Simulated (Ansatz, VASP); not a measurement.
# Cross-check of Ga4Cu9 (Ga4Cu9 (P-43m)) between VASP and Ansatz, part 3 of 3

One calculation is typed for both programs; each brings its own data sets. How far apart do they land? Of the first pair: The structure shown is the start of the Ansatz relaxation below; VASP solves that cell, so the two are compared at the walk's first step.

VASP 6.6.1 and Ansatz 0.2.0.

So far. Step 3 (VASP: single point, PBEsol, start cell, pair 1): The run ends at a pressure of -0.83 GPa, with forces up to 0.091 eV/Å.

### Step 6. VASP: single point, PBEsol, relaxed cell, pair 2

Level of this step: PBEsol; plane waves and PAW (Ga_d, Cu) (VASP).

The same cell, functional, mesh and smearing now go to VASP, with its own data sets.

Input file INCAR:

```
SYSTEM = Ga4Cu9
PREC = Accurate
ENCUT = 600
EDIFF = 1E-06
NELM = 120
ISMEAR = -1
SIGMA = 0.05
LREAL = Auto
ALGO = Normal
GGA = PS
NBANDS = 352
LASPH = .TRUE.
LORBIT = 11
LWAVE = .FALSE.
LCHARG = .FALSE.
ISIF = 2
GGA_COMPAT = .FALSE.
KPAR = 8
```

Input file POSCAR:

```
Ga4Cu9
1.0
    8.6218575436      0.0000000000      0.0000000000
    0.0000000000      8.6218575436      0.0000000000
    0.0000000000      0.0000000000      8.6218575436
Ga Cu
16 36
Direct
    0.8759489459      0.8759489459      0.1240510541
    0.8759489459      0.1240510541      0.8759489459
    0.1240510541      0.8759489459      0.8759489459
    0.1240510541      0.1240510541      0.1240510541
    0.4659586081      0.1909325419      0.8090674581
    0.1909325419      0.1909325419      0.5340413919
    0.1909325419      0.4659586081      0.8090674581
    0.4659586081      0.8090674581      0.1909325419
    0.1909325419      0.8090674581      0.4659586081
    0.1909325419      0.5340413919      0.1909325419
    0.5340413919      0.1909325419      0.1909325419
    0.8090674581      0.1909325419      0.4659586081
    0.8090674581      0.4659586081      0.1909325419
    0.5340413919      0.8090674581      0.8090674581
    0.8090674581      0.8090674581      0.5340413919
    0.8090674581      0.5340413919      0.8090674581
    0.1695333546      0.1695333546      0.8304666454
    0.1695333546      0.8304666454      0.1695333546
    0.8304666454      0.1695333546      0.1695333546
    0.8304666454      0.8304666454      0.8304666454
    0.3952239675      0.3952239675      0.6047760325
    0.3952239675      0.6047760325      0.3952239675
    0.6047760325      0.3952239675      0.3952239675
    0.6047760325      0.6047760325      0.6047760325
    0.6742397620      0.6742397620      0.3257602380
    0.6742397620      0.3257602380      0.6742397620
    0.3257602380      0.6742397620      0.6742397620
    0.3257602380      0.3257602380      0.3257602380
    0.0000000000      0.0000000000      0.3556184121
    0.0000000000      0.6443815879      0.0000000000
    0.6443815879      0.0000000000      0.0000000000
    0.0000000000      0.0000000000      0.6443815879
    0.0000000000      0.3556184121      0.0000000000
    0.3556184121      0.0000000000      0.0000000000
    0.5000000000      0.5000000000      0.8554366642
    0.5000000000      0.1445633358      0.5000000000
    0.1445633358      0.5000000000      0.5000000000
    0.5000000000      0.5000000000      0.1445633358
    0.5000000000      0.8554366642      0.5000000000
    0.8554366642      0.5000000000      0.5000000000
    0.9708565312      0.6826102459      0.3173897541
    0.6826102459      0.6826102459      0.0291434688
    0.6826102459      0.9708565312      0.3173897541
    0.9708565312      0.3173897541      0.6826102459
    0.6826102459      0.3173897541      0.9708565312
    0.6826102459      0.0291434688      0.6826102459
    0.0291434688      0.6826102459      0.6826102459
    0.3173897541      0.6826102459      0.9708565312
    0.3173897541      0.9708565312      0.6826102459
    0.0291434688      0.3173897541      0.3173897541
    0.3173897541      0.3173897541      0.0291434688
    0.3173897541      0.0291434688      0.3173897541
```

Input file KPOINTS:

```
Automatic mesh
0
Gamma
5 5 5
0 0 0
```

Potentials, in the order of the species: Ga_d and Cu (PBE family, release 64).

Command:

```bash
> mpirun -np 8 vasp_std
```

Numbers of over 12 decimals in the logs are rounded to 6 here.

Output:

```text
[banner, memory and clock lines left out]
running    8 mpi-ranks, on    1 nodes
[...]
[... a notice as in an earlier step ...]

 [... a notice as in an earlier step ...]

 LDA part: xc-table for (Slater+PW92), standard interpolation
 POSCAR, INCAR and KPOINTS ok, starting setup
[...]
entering main loop
       N       E                     dE             d eps       ncg     rms          rms(c)
DAV:   1     0.841006288433E+04    0.84101E+04   -0.24675E+05  7040   0.363E+03
DAV:   2     0.193973436325E+04   -0.64703E+04   -0.62607E+04  7040   0.985E+02
DAV:   3    -0.202370722019E+02   -0.19600E+04   -0.18828E+04  7040   0.391E+02
DAV:   4    -0.254648218403E+03   -0.23441E+03   -0.22258E+03  8880   0.162E+02
[...]
DAV:  20    -0.215955024703E+03   -0.41543E-06   -0.15922E-05  8200   0.209E-02    0.178E-02
DAV:  21    -0.215955018203E+03    0.65004E-05   -0.14123E-05  6880   0.332E-02    0.640E-03
DAV:  22    -0.215955018575E+03   -0.37266E-06   -0.58658E-06  5520   0.119E-02
   1 F= -.21595502E+03 E0= -.21591410E+03  d E =-.818384E-01
```

OUTCAR, selected parts (step 6):

```text
  Total        2.1802558      2.1802558      2.1802558      0.0000000      0.0000000      0.0000000
  in kB        5.4502386      5.4502386      5.4502386      0.0000000      0.0000000      0.0000000
  external PRESSURE =       5.4502386 kB  Pullay stress =       0.0000000 kB

 POSITION                                       TOTAL-FORCE (eV/Angst)
 -----------------------------------------------------------------------------------
      7.55231      7.55231      1.06955         0.009409      0.009409     -0.009409
      7.55231      1.06955      7.55231         0.009409     -0.009409      0.009409
      1.06955      7.55231      7.55231        -0.009409      0.009409      0.009409
      1.06955      1.06955      1.06955        -0.009409     -0.009409     -0.009409
      4.01743      1.64619      6.97566        -0.001186     -0.005072      0.005072
      1.64619      1.64619      4.60443        -0.005072     -0.005072      0.001186
      1.64619      4.01743      6.97566        -0.005072     -0.001186      0.005072
      4.01743      6.97566      1.64619        -0.001186      0.005072     -0.005072
      1.64619      6.97566      4.01743        -0.005072      0.005072     -0.001186
      1.64619      4.60443      1.64619        -0.005072      0.001186     -0.005072
      4.60443      1.64619      1.64619         0.001186     -0.005072     -0.005072
      6.97566      1.64619      4.01743         0.005072     -0.005072     -0.001186
      6.97566      4.01743      1.64619         0.005072     -0.001186     -0.005072
      4.60443      6.97566      6.97566         0.001186      0.005072      0.005072
[...]
-----------------------------------------------------------------------------------
    total drift:                                0.000014      0.000014     -0.000000

  FREE ENERGIE OF THE ION-ELECTRON SYSTEM (eV)
  ---------------------------------------------------
  free  energy   TOTEN  =      -215.9550185752 eV

  energy  without entropy=     -215.8731802120  energy(sigma->0) =     -215.91409939

[... 1 further part left out ...]
```

The run ends at a pressure of 0.55 GPa, with forces up to 0.016 eV/Å.

### Step 7. Comparison

What differs besides the data sets and the points named for the pairs above, as far as they apply: the data sets hold 892 valence electrons in Ansatz (on its default PAW (the set named soft_2) files) and 604 in VASP; the cutoff is 420 eV in Ansatz and 600 eV in VASP (PREC = Accurate, projectors in real space). Total energies have different zeros and are not compared.

Both answers:

```csv
quantity,Ansatz,VASP,difference
pressure (GPa),0.00,0.55,-0.54
```

At this near-relaxed geometry the largest component of a force difference is 8 meV/Å.

### Step 8. What came out

```
r.m.s. force difference (single point, PBEsol, start cell, pair 1)  : 3.9 meV/Å
difference in pressure (single point, PBEsol, relaxed cell, pair 2) : -0.54 GPa
```

**Reading.** The difference in pressure is -0.54 GPa (single point, PBEsol, relaxed cell, pair 2), within the 1 GPa picked in this series as the mark of a large difference. The data sets hold unlike numbers of valence electrons (892 in Ansatz and 604 in VASP), so part of the differences comes from the potentials. Such differences can come from data sets, numerical settings and the points named under the comparisons, not from the functional's error against experiment.

[Lines on the potential files, build, host, timing and source positions are cut from VASP's logs without a mark.]

[Logs are printed without paths, hosts, clocks, repeated set-up lines and the standing remarks that a program may print on its own settings, such as how far it seeks lower states.]

[Hosts, paths, dates, database ids (printed as entryN), source tags and the programs' standing remarks are cut or masked in the printed files.]
